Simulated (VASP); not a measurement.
Energy against volume of Rb (bcc). Level of theory: vdW-DF2, VASP's PBE PAW potentials (set 64) (plane waves; VASP).

| V (Å³/atom) | E (eV/atom) |
|---|---|
| 80.680 | 1.05394 |
| 83.255 | 1.05179 |
| 85.830 | 1.05137 |
| 88.405 | 1.05242 |
| 90.980 | 1.05475 |

**Question.** Fit a third-order Birch-Murnaghan equation of state.

**Answer.** 
```
Property                                         Value
---------------------------------------  -------------
volume per atom                          85.22 Å³/atom
bulk modulus                                   3.1 GPa
pressure derivative of the bulk modulus           4.09
lattice constant a                         10.478 bohr
```

Measured: a 5.576 Å at 0 K (computed value off by -0.6 %), as given by Gábor I. Csonka et al., Physical Review B (2009), arXiv:0903.4037 [low-temperature or extrapolated to 0 K; zero-point anharmonic expansion removed].

The compound is Rb in the bcc structure. It was relaxed first, which changed the volume by -5 %.
